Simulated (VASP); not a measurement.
Calculation: PBE GGA with D4 dispersion, VASP's PBE PAW potentials (set 64) (plane waves; VASP).

A VASP calculation is set up with these files.

### INCAR
```
! general
SYSTEM =W
PREC   =Accurate
ENCUT  =520
LREAL  =F
LASPH  =T

! electronic loop
EDIFF  =1E-6
NELM   =100
ALGO   =Normal
LMAXMIX=6

! smearing
ISMEAR =1
SIGMA  =0.1

! functional
GGA    =PE
IVDW   =13

! ions
IBRION =2
NSW    =60
ISIF   =3
EDIFFG =-0.01

! output
LWAVE  =F
LCHARG =F
```

POSCAR:
```
W
1
   -1.5800000000     1.5800000000     1.5800000000
    1.5800000000    -1.5800000000     1.5800000000
    1.5800000000     1.5800000000    -1.5800000000
W
1
Direct
  0.0000000000   0.0000000000   0.0000000000
```

KPOINTS:
```
kpoints
0
gamma
  15 15 15
0 0 0
```

POTCAR, in this order: W_sv (PBE.64 set). Program: vasp_std.

The run wrote:

OSZICAR:
```
       N       E                     dE             d eps       ncg     rms          rms(c)
DAV:   1     0.766855474965E+02    0.76686E+02   -0.78539E+03  2648   0.145E+03
DAV:   2    -0.119574480168E+02   -0.88643E+02   -0.85404E+02  2832   0.330E+02
DAV:   3    -0.135486193096E+02   -0.15912E+01   -0.15675E+01  3004   0.437E+01
DAV:   4    -0.135580141533E+02   -0.93948E-02   -0.93964E-02  2843   0.348E+00
DAV:   5    -0.135580806102E+02   -0.66457E-04   -0.66457E-04  2994   0.313E-01    0.211E+01
DAV:   6    -0.130770910282E+02    0.48099E+00   -0.56055E-01  2817   0.101E+01    0.851E+00
DAV:   7    -0.129487144383E+02    0.12838E+00   -0.30059E-01  2909   0.691E+00    0.614E-01
DAV:   8    -0.129441445140E+02    0.45699E-02   -0.35468E-03  2733   0.866E-01    0.130E-01
DAV:   9    -0.129441767699E+02   -0.32256E-04   -0.45383E-05  2967   0.903E-02    0.657E-02
DAV:  10    -0.129441715564E+02    0.52135E-05   -0.10466E-05  2874   0.493E-02    0.128E-02
DAV:  11    -0.129441721624E+02   -0.60598E-06   -0.13718E-07  1522   0.467E-03
   1 F= -.13669307E+02 E0= -.13669463E+02  d E =-.136693E+02
       N       E                     dE             d eps       ncg     rms          rms(c)
DAV:   1    -0.129828553072E+02   -0.38684E-01   -0.72185E-01  2715   0.136E+01    0.223E+00
DAV:   2    -0.129567561529E+02    0.26099E-01   -0.39160E-02  2703   0.268E+00    0.524E-01
DAV:   3    -0.129522870292E+02    0.44691E-02   -0.12541E-02  2777   0.148E+00    0.390E-01
DAV:   4    -0.129523242927E+02   -0.37263E-04   -0.32370E-04  2717   0.240E-01    0.529E-02
DAV:   5    -0.129523215313E+02    0.27614E-05   -0.16039E-05  2859   0.519E-02    0.332E-03
DAV:   6    -0.129523223097E+02   -0.77847E-06   -0.16434E-07  1608   0.634E-03
   2 F= -.13667233E+02 E0= -.13667388E+02  d E =0.207346E-02
       N       E                     dE             d eps       ncg     rms          rms(c)
DAV:   1    -0.129651068529E+02   -0.12785E-01   -0.43518E-01  2721   0.104E+01    0.180E+00
DAV:   2    -0.129493942886E+02    0.15713E-01   -0.22871E-02  2697   0.209E+00    0.412E-01
DAV:   3    -0.129465597275E+02    0.28346E-02   -0.78261E-03  2759   0.118E+00    0.326E-01
DAV:   4    -0.129466033675E+02   -0.43640E-04   -0.18298E-04  2726   0.182E-01    0.370E-02
DAV:   5    -0.129465987362E+02    0.46313E-05   -0.17419E-05  2859   0.551E-02    0.262E-03
DAV:   6    -0.129465980195E+02    0.71665E-06   -0.16328E-07  1554   0.635E-03
   3 F= -.13669470E+02 E0= -.13669626E+02  d E =-.163518E-03
```

OUTCAR:
```
------------------------ aborting loop because EDIFF is reached ----------------------------------------
  Edisp (eV):   -0.72287
  FORCE on cell =-STRESS in cart. coord.  units (eV):
  Direction    XX          YY          ZZ          XY          YZ          ZX
  --------------------------------------------------------------------------------------
  Total      -0.00307    -0.00307    -0.00307     0.00000    -0.00000     0.00000
  in kB      -0.31067    -0.31067    -0.31067     0.00000    -0.00000     0.00000
  external pressure =       -0.31 kB  Pullay stress =        0.00 kB
  volume of cell :       15.83
      direct lattice vectors                 reciprocal lattice vectors
    -1.581752986  1.581752986  1.581752986     0.000000000  0.316104982  0.316104982
     1.581752986 -1.581752986  1.581752986     0.316104982  0.000000000  0.316104982
     1.581752986  1.581752986 -1.581752986     0.316104982  0.316104982  0.000000000
 POSITION                                       TOTAL-FORCE (eV/Angst)
 -----------------------------------------------------------------------------------
      0.00000     -0.00000      0.00000         0.000000      0.000000      0.000000
 -----------------------------------------------------------------------------------
    total drift:                                0.000000     -0.000000      0.000000
  FREE ENERGIE OF THE ION-ELECTRON SYSTEM (eV)
  ---------------------------------------------------
  free  energy   TOTEN  =       -13.6694701111 eV

  energy  without entropy=      -13.6699390111  energy(sigma->0) =      -13.66962641

 reached required accuracy - stopping structural energy minimisation
```
(Selected blocks of OUTCAR.)

File CONTCAR:
```
W
   1.00000000000000
    -1.5817529862179427    1.5817529862179427    1.5817529862179427
     1.5817529862179427   -1.5817529862179427    1.5817529862179427
     1.5817529862179427    1.5817529862179427   -1.5817529862179427
  W
     1
Direct
     0.0000000000000000    0.0000000000000000    0.0000000000000000
```

The compound is W in the bcc structure. This run relaxes it. Symmetry was kept, so distortions that lower it aren't found.
